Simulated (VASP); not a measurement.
Output of a VASP run:

**OUTCAR**
```
 ion  position               nearest neighbor table
   1  0.861  0.639  0.361-   5 2.20   6 2.28   7 2.28   8 2.28   6 2.40   7 2.40   8 2.40   2 2.65
                             4 2.65   3 2.65   3 2.65   2 2.65   4 2.65
   2  0.361  0.861  0.639-   6 2.20   5 2.28   7 2.28   8 2.28   8 2.40   5 2.40   7 2.40   1 2.65
                             3 2.65   4 2.65   3 2.65   1 2.65   4 2.65
   3  0.139  0.139  0.139-   7 2.20   6 2.28   5 2.28   8 2.28   8 2.40   5 2.40   6 2.40   2 2.65
                             4 2.65   1 2.65   2 2.65   1 2.65   4 2.65
   4  0.639  0.361  0.861-   8 2.20   6 2.28   7 2.28   5 2.28   5 2.40   6 2.40   7 2.40   1 2.65
                             1 2.65   2 2.65   2 2.65   3 2.65   3 2.65
   5  0.154  0.346  0.654-   1 2.20   2 2.28   3 2.28   4 2.28   2 2.40   3 2.40   4 2.40   6 2.67
                             7 2.67   7 2.67   6 2.67   8 2.67   8 2.67
   6  0.654  0.154  0.346-   2 2.20   1 2.28   3 2.28   4 2.28   4 2.40   1 2.40   3 2.40   5 2.67
                             8 2.67   8 2.67   5 2.67   7 2.67   7 2.67
   7  0.846  0.846  0.846-   3 2.20   2 2.28   1 2.28   4 2.28   4 2.40   1 2.40   2 2.40   5 2.67
                             8 2.67   5 2.67   8 2.67   6 2.67   6 2.67
   8  0.346  0.654  0.154-   4 2.20   2 2.28   3 2.28   1 2.28   1 2.40   2 2.40   3 2.40   6 2.67
                             7 2.67   6 2.67   7 2.67   5 2.67   5 2.67
  LATTYP: Found a simple cubic cell.
 ALAT       =     4.3205595079
 Subroutine PRICEL returns:
 Original cell was already a primitive cell.
 Subroutine GETGRP returns: Found 12 space group operations
The static configuration has the point symmetry C_3 .
 The point group associated with its full space group is T   .
The dynamic configuration has the point symmetry C_3 .
The overall configuration has the point symmetry C_3 .
 Subroutine INISYM returns: Found 12 space group operations
 Subroutine IBZKPT returns following result:
 Found     24 irreducible k-points:

 Following reciprocal coordinates:
            Coordinates               Weight
  0.000000  0.000000  0.000000      1.000000
  0.142857  0.000000  0.000000      6.000000
  0.285714  0.000000  0.000000      6.000000
  0.428571  0.000000  0.000000      6.000000
  0.142857  0.142857  0.000000     12.000000
  0.285714  0.142857  0.000000     12.000000
 -0.142857  0.285714  0.000000     12.000000
  0.428571  0.142857  0.000000     12.000000
 -0.142857  0.428571  0.000000     12.000000
  0.285714  0.285714  0.000000     12.000000
  0.428571  0.285714  0.000000     12.000000
 -0.285714  0.428571  0.000000     12.000000
  0.428571  0.428571  0.000000     12.000000
  0.142857  0.142857  0.142857      8.000000
  0.285714  0.142857  0.142857     24.000000
  0.428571  0.142857  0.142857     24.000000
  0.285714  0.285714  0.142857     24.000000
  0.428571  0.285714  0.142857     24.000000
 -0.285714  0.428571  0.142857     24.000000
  0.428571  0.428571  0.142857     24.000000
  0.285714  0.285714  0.285714      8.000000
  0.428571  0.285714  0.285714     24.000000
  0.428571  0.428571  0.285714     24.000000
  0.428571  0.428571  0.428571      8.000000
   k-points           NKPTS =     24   k-points in BZ     NKDIM =     24   number of bands    NBANDS=     41
   number of dos      NEDOS =    301   number of ions     NIONS =      8
   total plane-waves  NPLWV =  32768
   dimension x,y,z NGX =    32 NGY =   32 NGZ =   32
   dimension x,y,z NGXF=    64 NGYF=   64 NGZF=   64
   ions per type =               4   4
   PREC   = accura    normal or accurate (medium, high low for compatibility)
   ISTART =      0    job   : 0-new  1-cont  2-samecut
   ICHARG =      2    charge: 1-file 2-atom 10-const
   ISPIN  =      2    spin polarized calculation?
   LNONCOLLINEAR =      F non collinear calculations
   LSORBIT =      F    spin-orbit coupling
   INIWAV =      1    electr: 0-lowe 1-rand  2-diag
   ENCUT  =  500.0 eV  36.75 Ry    6.06 a.u.   7.88  7.88  7.88*2*pi/ulx,y,z
   NELM   =    100;   NELMIN=  2; NELMDL= -5     # of ELM steps
   EDIFF  = 0.1E-05   stopping-criterion for ELM
   LREAL  =      F    real-space projection
   NLSPLINE    = F    spline interpolate recip. space projectors
   LMAXMIX     =    4 max onsite mixed and CHGCAR
   VOSKOWN=      0    Vosko Wilk Nusair interpolation
   EDIFFG = -.2E-01   stopping-criterion for IOM
   NSW    =     40    number of steps for IOM
   NBLOCK =      1;   KBLOCK =     40    inner block; outer block
   IBRION =      2    ionic relax: 0-MD 1-quasi-New 2-CG
...
```

File OSZICAR:
```
       N       E                     dE             d eps       ncg     rms          rms(c)
DAV:   1     0.807515156122E+03    0.80752E+03   -0.35464E+04  3952   0.197E+03
DAV:   2    -0.668807379443E+01   -0.81420E+03   -0.79390E+03  3936   0.581E+02
DAV:   3    -0.751116931639E+02   -0.68424E+02   -0.66213E+02  4627   0.172E+02
DAV:   4    -0.771087974530E+02   -0.19971E+01   -0.19854E+01  4679   0.302E+01
DAV:   5    -0.771475004854E+02   -0.38703E-01   -0.38687E-01  4656   0.454E+00    0.410E+01
DAV:   6    -0.759751393748E+02    0.11724E+01   -0.18790E+02  4793   0.982E+01    0.242E+01
DAV:   7    -0.686329793675E+02    0.73422E+01   -0.66302E+01  4229   0.594E+01    0.103E+01
DAV:   8    -0.684564493799E+02    0.17653E+00   -0.28874E+00  4198   0.980E+00    0.239E+00
DAV:   9    -0.684099543299E+02    0.46495E-01   -0.21914E-01  4970   0.308E+00    0.932E-01
DAV:  10    -0.684060200856E+02    0.39342E-02   -0.59970E-03  4446   0.643E-01    0.533E-01
DAV:  11    -0.684044492440E+02    0.15708E-02   -0.17290E-03  4674   0.250E-01    0.992E-02
DAV:  12    -0.684044869862E+02   -0.37742E-04   -0.13770E-04  4933   0.764E-02    0.642E-02
DAV:  13    -0.684045248519E+02   -0.37866E-04   -0.59317E-05  4678   0.561E-02    0.497E-02
DAV:  14    -0.684045785589E+02   -0.53707E-04   -0.94130E-05  5034   0.650E-02    0.465E-02
DAV:  15    -0.684046169006E+02   -0.38342E-04   -0.48609E-05  5021   0.450E-02    0.464E-02
DAV:  16    -0.684046877688E+02   -0.70868E-04   -0.15422E-04  5087   0.836E-02    0.473E-02
DAV:  17    -0.684046479433E+02    0.39826E-04   -0.50980E-05  4719   0.567E-02    0.478E-02
DAV:  18    -0.684048818182E+02   -0.23387E-03   -0.15990E-03  4964   0.285E-01    0.611E-02
DAV:  19    -0.684054340690E+02   -0.55225E-03   -0.65033E-02  5048   0.177E+00    0.186E-01
DAV:  20    -0.684058192991E+02   -0.38523E-03   -0.23652E-03  4241   0.432E-01    0.140E-01
DAV:  21    -0.684058012034E+02    0.18096E-04   -0.21113E-04  4818   0.114E-01    0.112E-01
DAV:  22    -0.684057138124E+02    0.87391E-04   -0.72109E-04  5191   0.172E-01    0.107E-01
DAV:  23    -0.684056079953E+02    0.10582E-03   -0.88117E-04  5132   0.193E-01    0.127E-01
DAV:  24    -0.684055393956E+02    0.68600E-04   -0.27635E-02  4989   0.116E+00    0.995E-02
DAV:  25    -0.684056732022E+02   -0.13381E-03   -0.75013E-04  4233   0.205E-01    0.528E-02
DAV:  26    -0.684056826057E+02   -0.94035E-05   -0.12950E-05  4516   0.272E-02    0.752E-02
DAV:  27    -0.684056548087E+02    0.27797E-04   -0.52322E-05  5060   0.685E-02    0.110E-01
DAV:  28    -0.684057374565E+02   -0.82648E-04   -0.29389E-04  5053   0.117E-01    0.921E-02
DAV:  29    -0.684058121909E+02   -0.74734E-04   -0.70446E-04  5114   0.170E-01    0.515E-02
DAV:  30    -0.684058252283E+02   -0.13037E-04   -0.85254E-04  5161   0.182E-01    0.586E-02
DAV:  31    -0.684057236164E+02    0.10161E-03   -0.19177E-03  5123   0.288E-01    0.786E-02
DAV:  32    -0.684058055191E+02   -0.81903E-04   -0.90000E-04  4908   0.226E-01    0.387E-02
DAV:  33    -0.684058010395E+02    0.44796E-05   -0.22443E-05  4179   0.378E-02    0.489E-02
DAV:  34    -0.684058031344E+02   -0.20949E-05   -0.20666E-06  2782   0.121E-02    0.461E-02
DAV:  35    -0.684058112380E+02   -0.81036E-05   -0.43919E-05  4719   0.416E-02    0.346E-02
DAV:  36    -0.684058135896E+02   -0.23517E-05   -0.64296E-06  3982   0.157E-02    0.288E-02
DAV:  37    -0.684058146253E+02   -0.10357E-05   -0.85280E-07  2044   0.658E-03    0.231E-02
DAV:  38    -0.684058155695E+02   -0.94419E-06   -0.17327E-06  2466   0.671E-03
   1 F= -.58337904E+02 E0= -.58338268E+02  d E =-.583379E+02  mag=    -0.0173
```

### OUTCAR
```
------------------------ aborting loop because EDIFF is reached ----------------------------------------
  FORCE on cell =-STRESS in cart. coord.  units (eV):
  Direction    XX          YY          ZZ          XY          YZ          ZX
  --------------------------------------------------------------------------------------
  Total       10.1508601     10.1508601     10.1508601     -0.0000000     -0.0000000      0.0000000
  in kB      201.6477839    201.6477839    201.6477839     -0.0000000     -0.0000000      0.0000000
  external PRESSURE =       1.6477839 kB  Pullay stress =     200.0000000 kB
  volume of cell :       80.65
      direct lattice vectors                 reciprocal lattice vectors
     4.320559508  0.000000000  0.000000000     0.231451505  0.000000000  0.000000000
     0.000000000  4.320559508  0.000000000     0.000000000  0.231451505  0.000000000
     0.000000000  0.000000000  4.320559508     0.000000000  0.000000000  0.231451505
 POSITION                                       TOTAL-FORCE (eV/Angst)
 -----------------------------------------------------------------------------------
      3.71794      2.76290      1.55766        -0.009495      0.009495     -0.009495
      1.55766      3.71794      2.76290        -0.009495     -0.009495      0.009495
      0.60262      0.60262      0.60262         0.009495      0.009495      0.009495
      2.76290      1.55766      3.71794         0.009495     -0.009495     -0.009495
      0.66488      1.49539      2.82516        -0.011277      0.011277     -0.011277
      2.82516      0.66488      1.49539        -0.011277     -0.011277      0.011277
      3.65567      3.65567      3.65567         0.011277      0.011277      0.011277
      1.49539      2.82516      0.66488         0.011277     -0.011277     -0.011277
 -----------------------------------------------------------------------------------
    total drift:                               -0.000000     -0.000002      0.000000
  FREE ENERGIE OF THE ION-ELECTRON SYSTEM (eV)
  ---------------------------------------------------
  free  energy   TOTEN  =       -68.4058155695 eV

  energy  without entropy=      -68.4069076233  energy(sigma->0) =      -68.40617959
  enthalpy is  TOTEN    =       -58.3379041307 eV   P V=       10.0679114387

 total charge

# of ion       s       p       d       tot
------------------------------------------
    1        0.383   6.479   5.478  12.340
    2        0.383   6.479   5.478  12.340
    3        0.383   6.479   5.478  12.340
    4        0.383   6.479   5.478  12.340
    5        0.756   1.003   0.000   1.759
    6        0.756   1.003   0.000   1.759
    7        0.756   1.003   0.000   1.759
    8        0.756   1.003   0.000   1.759
--------------------------------------------------
tot          4.556  29.925  21.913  56.393

 magnetization (x)

# of ion       s       p       d       tot
------------------------------------------
    1       -0.000  -0.000  -0.008  -0.008
    2       -0.000  -0.000  -0.008  -0.008
    3       -0.000  -0.000  -0.008  -0.008
    4       -0.000  -0.000  -0.008  -0.008
    5        0.000   0.000   0.000   0.000
    6        0.000   0.000   0.000   0.000
    7        0.000   0.000   0.000   0.000
    8        0.000   0.000   0.000   0.000
--------------------------------------------------
tot          0.000   0.001  -0.034  -0.033

 reached required accuracy - stopping structural energy minimisation
```
(Selected blocks of OUTCAR.)

### POSCAR
```
MnSi
1
    4.3205595079    -0.0000000000     0.0000000000
   -0.0000000000     4.3205595079    -0.0000000000
   -0.0000000000    -0.0000000000     4.3205595079
Mn Si
4 4
Direct
  0.8605234990   0.6394765010   0.3605234990
  0.3605234990   0.8605234990   0.6394765010
  0.1394765010   0.1394765010   0.1394765010
  0.6394765010   0.3605234990   0.8605234990
  0.1538885900   0.3461114100   0.6538885900
  0.6538885900   0.1538885900   0.3461114100
  0.8461114100   0.8461114100   0.8461114100
  0.3461114100   0.6538885900   0.1538885900
```

**Question.** Write an INCAR and KPOINTS that could have produced this output.

**Answer.** One answer among several that fit: the input of the run itself, LDA (Ceperley-Alder, Perdew-Zunger), plane waves, VASP's LDA PAW potentials (set 64).

KPOINTS:
```
Automatic mesh
0
Gamma
7 7 7
0 0 0
```

**INCAR**
```
SYSTEM = MnSi
PREC = Accurate
ENCUT = 500
EDIFF = 1E-6
NELM = 100
ALGO = Normal
LREAL = .FALSE.
LASPH = .TRUE.
ISMEAR = 1
SIGMA = 0.1
LMAXMIX = 4
ISPIN = 2
MAGMOM = 0.6 0.6 0.6 0.6 -0.0 -0.0 -0.0 -0.0
LORBIT = 10
LWAVE = .FALSE.
LCHARG = .FALSE.
IBRION = 2
ISIF = 3
NSW = 40
EDIFFG = -0.02
PSTRESS = 200
```

POTCAR, in this order: Mn_pv Si (LDA.64 set). Program: vasp_std.

The moments were started parallel, and other spin orders were not tried in this run.

The compound is MnSi in the B20 structure. It was relaxed first under an external pressure of 20 GPa.
